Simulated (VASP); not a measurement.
SnSb (space group Fm-3m): computed properties

Level of theory: LDA (Ceperley-Alder, Perdew-Zunger), VASP's LDA PAW potentials (set 64) (plane waves; VASP 6.6.1).

```
Property                                                                                               Result
----------------------------------  -------------------------------------------------------------------------
space group                                                                                       Fm-3m (225)
cell                                a = 6.049 Å, b = 6.049 Å, c = 6.049 Å, α = 90.00°, β = 90.00°, γ = 90.00°
volume per atom                                                                                 27.66 Å³/atom
band gap (over mesh and band path)                                   none (metal, semimetal or under 0.01 eV)
Hill bulk modulus                                                                                    59.2 GPa
Hill shear modulus                                                                                   10.7 GPa
Poisson's ratio                                                                                         0.414
band gap with spin-orbit coupling                                                             none (metallic)
density                                                                                            7.22 g/cm³
optical Γ-point spectrum                                                                         88 (×3) cm⁻¹
C11                                                                                                   118 GPa
C12                                                                                                  29.5 GPa
C44                                                                                                   1.7 GPa
```

```cif
data_SbSn
_chemical_formula_sum 'Sn1 Sb1'
_space_group_name_H-M_alt 'P 1'
_space_group_IT_number 1
_cell_length_a 4.27711
_cell_length_b 4.27711
_cell_length_c 4.27711
_cell_angle_alpha 60.000
_cell_angle_beta 60.000
_cell_angle_gamma 60.000
loop_
_space_group_symop_operation_xyz
  'x, y, z'
loop_
_atom_site_label
_atom_site_type_symbol
_atom_site_fract_x
_atom_site_fract_y
_atom_site_fract_z
_atom_site_occupancy
Sn1 Sn 0.50000 0.50000 0.50000 1
Sb1 Sb 0.00000 0.00000 0.00000 1
```

Finite-difference elastic constants of metals are sensitive to mesh and smearing; shear constants can be off by tens of GPa. Unless said otherwise, spin-orbit coupling is left out, though it shifts the bands of the heavy elements here.

The structure comes from a computed database's SnSb entry (Fm-3m); how it stands against other phases isn't given here. It was relaxed first. Symmetry was kept, so distortions that lower it aren't found. The electron count is odd and the run is not spin-polarised, which forces a metal.
